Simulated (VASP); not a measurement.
Output of a VASP run:

File OUTCAR:
```
 ion  position               nearest neighbor table
   1  0.000  0.000  0.000-
  LATTYP: Found a body centered cubic cell.
 ALAT       =     4.5027450664
 Subroutine PRICEL returns:
 Original cell was already a primitive cell.
 Subroutine GETGRP returns: Found 48 space group operations
The static configuration has the point symmetry O_h .
The dynamic configuration has the point symmetry O_h .
 Subroutine INISYM returns: Found 48 space group operations
 Subroutine IBZKPT returns following result:
 Found     72 irreducible k-points:

 Following reciprocal coordinates:
            Coordinates               Weight
  0.000000  0.000000  0.000000      1.000000
  0.083333  0.000000  0.000000     12.000000
  0.166667  0.000000  0.000000     12.000000
  0.250000  0.000000  0.000000     12.000000
  0.333333  0.000000  0.000000     12.000000
  0.416667  0.000000  0.000000     12.000000
  0.500000  0.000000  0.000000      6.000000
  0.083333  0.083333  0.000000     24.000000
  0.166667  0.083333  0.000000     48.000000
  0.250000  0.083333  0.000000     48.000000
  0.333333  0.083333  0.000000     48.000000
  0.416667  0.083333  0.000000     48.000000
  0.166667  0.166667  0.000000     24.000000
  0.250000  0.166667  0.000000     48.000000
  0.333333  0.166667  0.000000     48.000000
  0.416667  0.166667 -0.000000     24.000000
  0.250000  0.250000  0.000000     24.000000
  0.333333  0.250000  0.000000     48.000000
  0.333333  0.333333  0.000000      8.000000
  0.083333  0.083333  0.083333      8.000000
  0.166667  0.083333  0.083333     24.000000
  0.250000  0.083333  0.083333     24.000000
  0.333333  0.083333  0.083333     24.000000
  0.416667  0.083333  0.083333     12.000000
 -0.083333  0.083333  0.083333      6.000000
  0.166667  0.166667  0.083333     24.000000
  0.250000  0.166667  0.083333     48.000000
  0.333333  0.166667  0.083333     48.000000
 -0.166667  0.166667  0.083333     24.000000
  0.250000  0.250000  0.083333     24.000000
  0.333333  0.250000  0.083333     24.000000
 -0.250000  0.250000  0.083333     24.000000
 -0.166667  0.250000  0.083333     24.000000
 -0.333333  0.333333  0.083333     24.000000
 -0.250000  0.333333  0.083333     48.000000
 -0.416667  0.416667  0.083333     24.000000
 -0.333333  0.416667  0.083333     48.000000
 -0.250000  0.416667  0.083333     24.000000
  0.500000  0.500000  0.083333     12.000000
 -0.416667  0.500000  0.083333     48.000000
   k-points           NKPTS =     72   k-points in BZ     NKDIM =     72   number of bands    NBANDS=      8
   number of dos      NEDOS =    301   number of ions     NIONS =      1
   total plane-waves  NPLWV =  27000
   dimension x,y,z NGX =    30 NGY =   30 NGZ =   30
   dimension x,y,z NGXF=    60 NGYF=   60 NGZF=   60
   ions per type =               1
   PREC   = accura    normal or accurate (medium, high low for compatibility)
   ISTART =      0    job   : 0-new  1-cont  2-samecut
   ICHARG =      2    charge: 1-file 2-atom 10-const
   ISPIN  =      1    spin polarized calculation?
   LNONCOLLINEAR =      F non collinear calculations
   LSORBIT =      F    spin-orbit coupling
   INIWAV =      1    electr: 0-lowe 1-rand  2-diag
   ENCUT  =  520.0 eV  38.22 Ry    6.18 a.u.   7.25  7.25  7.25*2*pi/ulx,y,z
   NELM   =    100;   NELMIN=  2; NELMDL= -5     # of ELM steps
   EDIFF  = 0.1E-06   stopping-criterion for ELM
   LREAL  =      F    real-space projection
   NLSPLINE    = F    spline interpolate recip. space projectors
   LMAXMIX     =    6 max onsite mixed and CHGCAR
   VOSKOWN=      0    Vosko Wilk Nusair interpolation
   EDIFFG = 0.1E-05   stopping-criterion for IOM
   NSW    =      0    number of steps for IOM
   NBLOCK =      1;   KBLOCK =      1    inner block; outer block
   IBRION =     -1    ionic relax: 0-MD 1-quasi-New 2-CG
   NFREE  =      0    steps in history (QN), initial steepest desc. (CG)
...
```

**OSZICAR**
```
       N       E                     dE             d eps       ncg     rms          rms(c)
DAV:   1    -0.152058945574E+02   -0.15206E+02   -0.40138E+03  1152   0.865E+02
DAV:   2    -0.273999576805E+02   -0.12194E+02   -0.12045E+02  1560   0.117E+02
DAV:   3    -0.276085248499E+02   -0.20857E+00   -0.20403E+00  1664   0.115E+01
DAV:   4    -0.276125735135E+02   -0.40487E-02   -0.39702E-02  1768   0.170E+00
DAV:   5    -0.276125785108E+02   -0.49973E-05   -0.49974E-05  1680   0.688E-02    0.796E+00
DAV:   6    -0.270133112776E+02    0.59927E+00   -0.37387E-01  1568   0.692E+00    0.426E+00
DAV:   7    -0.272052059925E+02   -0.19189E+00   -0.10985E-01  1720   0.420E+00    0.610E-01
DAV:   8    -0.270514628120E+02    0.15374E+00   -0.56668E-02  1704   0.316E+00    0.715E-02
DAV:   9    -0.271712643631E+02   -0.11980E+00   -0.34248E-02  1168   0.184E+00    0.106E-01
DAV:  10    -0.271692547087E+02    0.20097E-02   -0.61934E-04  2128   0.249E-01    0.878E-02
DAV:  11    -0.271700658695E+02   -0.81116E-03   -0.80145E-05  1456   0.103E-01    0.859E-02
DAV:  12    -0.271464374256E+02    0.23628E-01   -0.96847E-03  1152   0.924E-01    0.171E-01
DAV:  13    -0.271464986506E+02   -0.61225E-04   -0.24664E-04  1592   0.148E-01    0.145E-01
DAV:  14    -0.271464630581E+02    0.35592E-04   -0.97592E-06  1712   0.255E-02    0.139E-01
DAV:  15    -0.271464673344E+02   -0.42762E-05   -0.21244E-06  1656   0.129E-02    0.121E-01
DAV:  16    -0.271465008965E+02   -0.33562E-04   -0.58162E-05  1224   0.721E-02    0.264E-02
DAV:  17    -0.271465092010E+02   -0.83045E-05   -0.21985E-06  1472   0.185E-02    0.175E-02
DAV:  18    -0.271465059208E+02    0.32802E-05   -0.12871E-05  1216   0.331E-02    0.163E-02
DAV:  19    -0.271465047671E+02    0.11537E-05   -0.26682E-06  1856   0.197E-02    0.556E-03
DAV:  20    -0.271465078774E+02   -0.31103E-05   -0.18120E-06  1216   0.139E-02    0.108E-02
DAV:  21    -0.271465056330E+02    0.22444E-05   -0.35987E-07  1472   0.750E-03    0.602E-03
DAV:  22    -0.271465045497E+02    0.10833E-05   -0.30222E-07  1216   0.772E-03    0.249E-03
DAV:  23    -0.271465040694E+02    0.48022E-06   -0.86794E-08  1200   0.357E-03    0.949E-04
DAV:  24    -0.271465040262E+02    0.43277E-07   -0.14313E-08   664   0.140E-03
   1 F= -.27146504E+02 E0= -.27146224E+02  d E =-.839257E-03
```

OUTCAR:
```
------------------------ aborting loop because EDIFF is reached ----------------------------------------
  FORCE on cell =-STRESS in cart. coord.  units (eV):
  Direction    XX          YY          ZZ          XY          YZ          ZX
  --------------------------------------------------------------------------------------
  Total       -0.1596615     -0.1596615     -0.1596615      0.0000000      0.0000000      0.0000000
  in kB       -5.6041359     -5.6041359     -5.6041359      0.0000000      0.0000000      0.0000000
  external PRESSURE =      -5.6041359 kB  Pullay stress =       0.0000000 kB
  volume of cell :       45.65
      direct lattice vectors                 reciprocal lattice vectors
    -2.251372533  2.251372533  2.251372533     0.000000000  0.222086746  0.222086746
     2.251372533 -2.251372533  2.251372533     0.222086746  0.000000000  0.222086746
     2.251372533  2.251372533 -2.251372533     0.222086746  0.222086746  0.000000000
 POSITION                                       TOTAL-FORCE (eV/Angst)
 -----------------------------------------------------------------------------------
      0.00000      0.00000      0.00000        -0.000000     -0.000000      0.000000
 -----------------------------------------------------------------------------------
    total drift:                               -0.000000     -0.000000      0.000000
  FREE ENERGIE OF THE ION-ELECTRON SYSTEM (eV)
  ---------------------------------------------------
  free  energy   TOTEN  =       -27.1465040262 eV

  energy  without entropy=      -27.1456647688  energy(sigma->0) =      -27.14622427
```
(Selected blocks of OUTCAR.)

File POSCAR:
```
Eu
1
   -2.2513725332     2.2513725332     2.2513725332
    2.2513725332    -2.2513725332     2.2513725332
    2.2513725332     2.2513725332    -2.2513725332
Eu
1
Direct
  0.0000000000   0.0000000000   0.0000000000
```

Question: Reconstruct the remaining input files.

Answer: One answer among several that fit: the input of the run itself, r2SCAN meta-GGA, plane waves, VASP's PBE PAW potentials (set 64).

**INCAR**
```
ENCUT=520
LREAL=F   ! projection in real space or not
LMAXMIX=6
SYSTEM=Eu
LMIXTAU=T
PREC=Accurate
METAGGA=R2SCAN
ISIF=2
NELM=100
LWAVE=F
ALGO=Normal   ! blocked Davidson
EDIFF=1E-7
ISMEAR=1   ! Methfessel-Paxton
LASPH=T   ! aspherical one-centre terms
SIGMA=0.1
LCHARG=F
```

**KPOINTS**
```
Automatic mesh
0
Gamma
 12 12 12
0 0 0
```

POTCAR, in this order: Eu_2 (PBE.64 set). Program: vasp_std.

The 4f electrons are frozen in the core of the lanthanide potential, so 4f levels, which can set the real gap, and their magnetism are missing.

The compound is Eu in the bcc structure. This cell is one point of a volume scan, at 1.03 of the reference volume.
